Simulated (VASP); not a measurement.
Runs of VASP 6.6.1 on Sr. Symmetry: Fm-3m, No. 225, cubic system. The conventional cell has a = 6.022 Å, b = 6.022 Å, c = 6.022 Å, α = 90.00°, β = 90.00°, γ = 90.00°. Sr (site symmetry m-3m) has 12 Sr at 4.26 Å as nearest neighbours. 

```tsv
task	level	potentials or basis	cell	k mesh	cutoff (eV)	grid for exact exchange (PRECFOCK)	exchange at q = 0	screening parameter	gap on the mesh (eV)	pressure (GPa)
single point	PBE	VASP PAW PBE potentials, release 64 (Sr_sv)	Fm-3m, 54.59 Å³/atom	12 × 12 × 12	600	-	-	-	none	0.0
single point	PBE0	VASP PAW PBE potentials, release 64 (Sr_sv)	Fm-3m, 54.59 Å³/atom	7 × 7 × 7	450	Fast	truncated	-	0.36	0.1
single point	PBE	VASP PAW PBE potentials, release 64 (Sr_sv)	Fm-3m, 54.59 Å³/atom	12 × 12 × 12	300	-	-	-	none	-0.1
single point	PBEsol	VASP PAW PBE potentials, release 64 (Sr_sv)	Fm-3m, 54.59 Å³/atom	12 × 12 × 12	450	-	-	-	none	-0.6
relaxation of cell and atoms	PBE	VASP PAW PBE potentials, release 64 (Sr_sv)	relaxed	12 × 12 × 12	600	-	-	-	none	0.0
single point	LDA	VASP PAW LDA potentials, release 64 (Sr_sv)	Fm-3m, 54.59 Å³/atom	12 × 12 × 12	450	-	-	-	none	(a)
single point	PBEsol	VASP PAW PBE potentials, release 64 (Sr_sv)	Fm-3m, 54.59 Å³/atom	12 × 12 × 12	600	-	-	-	none	-0.6
single point	r2SCAN	VASP PAW PBE potentials, release 64 (Sr_sv)	Fm-3m, 54.59 Å³/atom	12 × 12 × 12	450	-	-	-	none	0.4
single point	PBE	VASP PAW PBE potentials, release 64 (Sr_sv)	Fm-3m, 54.59 Å³/atom	12 × 12 × 12	450	-	-	-	none	0.0
single point	PBEsol	VASP PAW PBE potentials, release 64 (Sr_sv)	Fm-3m, 54.59 Å³/atom	12 × 12 × 12	300	-	-	-	none	(b)
single point	HSE06	VASP PAW PBE potentials, release 64 (Sr_sv)	Fm-3m, 54.59 Å³/atom	7 × 7 × 7	450	Fast	-	0.2 1/A	none	0.7
```

Alike in all rows: no spin polarisation; smearing methfessel-paxton 0.1 eV.

Problem. Estimate the missing entries.

Solution. (a) -1.4; (b) -0.7.

Caveats: the PAW data sets were made with another functional, which shifts forces and pressure a little (some runs); an odd mesh through Γ misses points on the zone boundary, where band edges often lie (some runs).

A k mesh can miss the band edges, and the runs leave out spin-orbit coupling on Sr.

A gap of «none» marks a metal or a gap under the smearing width.
